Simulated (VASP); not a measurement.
Data:

```xyz
4
Lattice="1.9100 -3.3082 0.0000 1.9100 3.3082 0.0000 0.0000 0.0000 6.2600" Properties=species:S:1:pos:R:3 pbc="T T T"
Zn     1.9100    -1.1027     3.1300
Zn     1.9100     1.1027     0.0000
S      1.9100    -1.1027     5.4775
S      1.9100     1.1027     2.3475
```

These are PBEsol GGA, VASP's PBE PAW potentials (set 64) (plane waves; VASP 6.6.1) values and carry that method's errors. Numerical set-up: 300 eV cut-off, 8×8×5 Γ-centred mesh, Fermi-Dirac smearing of 0.050 eV, potentials Zn S.

Give the energies of bands 8 to 21 at the high-symmetry points, in eV from the valence-band maximum.

```csv
band,Γ,M,K,A,L,H
8,-5.89,-5.97,-5.93,-6.30,-6.02,-5.97
9,-5.89,-5.83,-5.88,-5.85,-5.81,-5.89
10,-5.81,-5.78,-5.86,-5.85,-5.81,-5.89
11,-5.81,-5.71,-5.63,-5.85,-5.65,-5.52
12,-5.67,-5.69,-5.63,-5.85,-5.65,-5.52
13,-5.36,-4.84,-4.34,-2.89,-4.89,-4.77
14,-0.90,-4.15,-4.34,-2.89,-4.89,-4.77
15,-0.90,-3.29,-3.88,-0.47,-1.63,-3.07
16,-0.07,-2.25,-2.33,-0.47,-1.63,-3.07
17,0.00,-1.70,-2.33,-0.47,-1.62,-1.35
18,0.00,-0.89,-2.11,-0.47,-1.62,-1.35
19,2.03,3.54,4.14,3.42,3.42,4.39
20,2.96,4.14,5.83,3.42,3.42,4.39
21,6.22,5.00,5.83,6.68,5.12,6.22
```

The gap is direct, 2.03 eV, from the valence maximum at Γ to the conduction minimum at Γ.

The structure is a typed ZnS crystal (P6_3mc). The cell was not relaxed at this level.
